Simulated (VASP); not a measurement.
Given:

```xyz
2
Lattice="0.0000 2.4779 2.4779 2.4779 0.0000 2.4779 2.4779 2.4779 0.0000" Properties=species:S:1:pos:R:3 pbc="T T T"
Mg     0.0000     0.0000     0.0000
S      2.4779     2.4779     2.4779
```

All values below come from LDA (Ceperley-Alder, Perdew-Zunger), VASP's LDA PAW potentials (set 64) (plane waves; VASP). Settings: 500 eV cut-off, 9×9×9 Γ-centred mesh, Gaussian smearing of 0.050 eV, potentials Mg S.

Q: Predict the energy per atom (σ→0), pressure.

A: 
```
Quantity                        Value
---------------------  --------------
energy per atom (σ→0)  -4752 meV/atom
pressure                     9.98 GPa
```

The compound is MgS in the rock salt structure. It was relaxed first under an external pressure of 10 GPa.
